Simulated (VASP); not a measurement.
Data:

```yaml
crystal:
  lattice:
    - [-3.00755, 3.00755, 2.38104]
    - [3.00755, -3.00755, 2.38104]
    - [3.00755, 3.00755, -2.38104]
  atoms:
    - { symbol: Al, position: [0.65829, 0.15829, 0.81659] }
    - { symbol: Al, position: [0.15829, 0.34171, 0.50000] }
    - { symbol: Al, position: [0.84171, 0.65829, 0.50000] }
    - { symbol: Al, position: [0.34171, 0.84171, 0.18341] }
    - { symbol: Cu, position: [0.75000, 0.75000, 0.00000] }
    - { symbol: Cu, position: [0.25000, 0.25000, 0.00000] }
```

Computed with r2SCAN meta-GGA, VASP's PBE PAW potentials (set 64) (plane waves; VASP). Numerical set-up: 400 eV cut-off, 9×9×9 Γ-centred mesh, tetrahedra with Blöchl corrections, potentials Al Cu.

The cores are frozen, which limits the accuracy of field gradients.

Give the principal components of the electric field gradient (V/Å²) and the asymmetry η at each nucleus.

| atom | Vxx | Vyy | Vzz | η |
|---|---|---|---|---|
| Al1 | 5.0 | 3.2 | -8.2 | 0.22 |
| Al2 | 5.0 | 3.2 | -8.2 | 0.22 |
| Al3 | 5.0 | 3.2 | -8.2 | 0.22 |
| Al4 | 5.0 | 3.2 | -8.2 | 0.22 |
| Cu5 | 17.5 | 17.5 | -35.0 | 0.00 |
| Cu6 | 17.5 | 17.5 | -35.0 | 0.00 |

The compound is Al2Cu in the sg140 structure. It was relaxed first.
